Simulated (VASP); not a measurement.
```yaml
crystal:
  lattice:
    - [0.00000, 2.25192, 2.25192]
    - [2.25192, 0.00000, 2.25192]
    - [2.25192, 2.25192, 0.00000]
  atoms:
    - { symbol: Hf, position: [0.00000, 0.00000, 0.00000] }
    - { symbol: N, position: [0.50000, 0.50000, 0.50000] }
```

These are PBE GGA with D3 dispersion (Becke-Johnson damping), VASP's PBE PAW potentials (set 64) (plane waves; VASP) values and carry that method's errors. Numerical set-up: 520 eV cut-off, 16×16×16 Γ-centred mesh, tetrahedra with Blöchl corrections, potentials Hf_pv N.

Unless said otherwise, spin-orbit coupling is left out, though it shifts the bands of the heavy elements here.

Q: Predict the energy per atom (σ→0), band gap (on the k-mesh) with the smallest direct gap where there is one.

A: 
```json
{
 "band gap (on the k-mesh)": "none (metal, semimetal or under 0.01 eV)",
 "energy per atom (σ→0)": "-11.264 eV/atom"
}
```

Total energies compare only between runs with the same potentials, cut-off and functional.

The compound is HfN in the rock salt structure. It was relaxed first. The electron count is odd and the run is not spin-polarised, which forces a metal.
